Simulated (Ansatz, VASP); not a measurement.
## LiAlO in VASP and in Ansatz

```xyz
6
Lattice="3.5087 0.0000 0.0000 0.0000 3.5087 0.0000 0.0000 0.0000 6.6103" Properties=species:S:1:pos:R:3 pbc="T T T"
Li    1.7544    0.0000    2.7312
Li    0.0000    1.7544    3.8792
Al    1.7544    0.0000    5.7572
Al    0.0000    1.7544    0.8532
O     0.0000    0.0000    0.0000
O     1.7544    1.7544    0.0000
```

Change from the starting cell: species swapped into the SrClF type (P4/nmm, No. 129).

Alike in both runs: functional PBE; k mesh 6 × 6 × 4; occupations gaussian, width 0.1 eV; no spin polarisation.

Ansatz relaxed the structure, and its values are those at the end. VASP's run is a single point on that final structure, the one shown.

|  | VASP | Ansatz |
| --- | --- | --- |
| version | VASP 6.6.1 | Ansatz 0.2.0 |
| potentials or method | VASP PAW PBE potentials, release 64 (Li_sv, Al, O) | scalar-relativistic, plane waves, PAW |
| plane-wave cutoff (eV) | 520 | 420 |
| valence electrons in the cell | 24 | 24 |

|  | VASP | Ansatz | Ansatz less VASP |
| --- | --- | --- | --- |
| gap on the k mesh at the Fermi level (eV) | 0.16 | 0.16 | -0.004 |
| least direct gap on the mesh (eV) | 0.16 | 0.16 | -0.004 |
| rms of the force components (eV/Å) | 0.004 | 0.003 | -0.0012 |
